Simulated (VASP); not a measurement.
A calculation with VASP 6.6.1 of K2CuBr2F2 (native input, structure from a POSCAR):

File INCAR:

```
PREC = Accurate
ENCUT = 520
EDIFF = 1E-6
ISMEAR = 0
SIGMA = 0.02
LREAL = False
LASPH = True
NELM = 100
ALGO = Normal
ISIF = 2
LWAVE = False
LCHARG = False
GGA = PS
```

KPOINTS

```
regular mesh
0
Gamma
  5 5 4
```

Contents of POSCAR:

```
K2CuBr2F2
1.0
    5.0293070000      0.0000000000      0.0000000000
    0.0000000000      5.0293070000      0.0000000000
    0.0000000000      0.0000000000      6.6348630000
Br Cu K F
2 1 2 2
Cartesian
    2.5146535000      0.0000000000      0.0000000000
    0.0000000000      2.5146535000      0.0000000000
    0.0000000000      0.0000000000      0.0000000000
    2.5146535000      0.0000000000      3.3174315000
    0.0000000000      2.5146535000      3.3174315000
    2.5146535000      2.5146535000      3.3174315000
    0.0000000000      0.0000000000      3.3174315000
```

Potentials or basis: VASP PAW PBE potentials, release 64 (Br, Cu, K_sv, F).

The run is started by

```console
$ cat potpaw_PBE.64/Br/POTCAR potpaw_PBE.64/Cu/POTCAR potpaw_PBE.64/K_sv/POTCAR potpaw_PBE.64/F/POTCAR > POTCAR
$ mpirun -np 1 vasp_std > vasp.out
```

The cell comes from a database or a generator and needn't be the stable form of this composition.

Problem. Write the same calculation in another form: ASE script, structure typed inline.

Solution. As run:

run.py

```python
from ase import Atoms
from ase.calculators.vasp import Vasp
from ase.dft.bandgap import bandgap

atoms = Atoms(
    ['Br', 'Br', 'Cu', 'K', 'K', 'F', 'F'],
    cell=[[5.029307, 0.0, 0.0], [0.0, 5.029307, 0.0], [0.0, 0.0, 6.634863]],
    scaled_positions=[[0.5, 0.0, 0.0], [0.0, 0.5, 0.0], [0.0, 0.0, 0.0], [0.5, 0.0, 0.5], [0.0, 0.5, 0.5], [0.5, 0.5, 0.5], [0.0, 0.0, 0.5]],
    pbc=True,
)
calc = Vasp(
    directory='calc',
    xc='pbesol',
    pp='PBE',
    setups='recommended',
    prec='Accurate',
    encut=520,
    ediff=1e-07,
    ismear=0,
    sigma=0.02,
    lreal=False,
    lasph=True,
    nelm=60,
    algo='Normal',
    isif=2,
    lwave=False,
    lcharg=False,
    kpts=[5, 5, 4],
    gamma=True,
    nbands=38,
)
atoms.calc = calc

print('energy (eV):', atoms.get_potential_energy())
print('free energy (eV):', atoms.get_potential_energy(force_consistent=True))
print('forces (eV/A):')
print(atoms.get_forces())
print('stress (eV/A^3, Voigt):', atoms.get_stress())
print('Fermi level (eV):', calc.get_fermi_level())
gap, top, bottom = bandgap(calc)
print('band gap (eV):', gap, 'from (spin, k, band)', top, 'to', bottom)
```

Potentials or basis: VASP PAW PBE potentials, release 64 (Br, Cu, K_sv, F).

Launch:

```console
$ python run.py
```

Both were run:

|  | native input, structure from a POSCAR | ASE script, structure typed inline |
| --- | --- | --- |
| Pressure | -1.1 GPa | -1.1 GPa |
| Band gap on the k mesh | none (metal or under the smearing width) | none (metal or under the smearing width) |

Keys that steer only the numerical path or the files written may differ.

Caveat: the PAW data sets were made with another functional, which shifts forces and pressure a little; an odd number of electrons without spin polarisation forces a metal; a magnetic or distorted state may lie lower; the run has no spin polarisation, though such a crystal can be magnetic; semilocal functionals often make such compounds metallic where correlation or magnetic order opens a gap, which also shifts bond lengths.
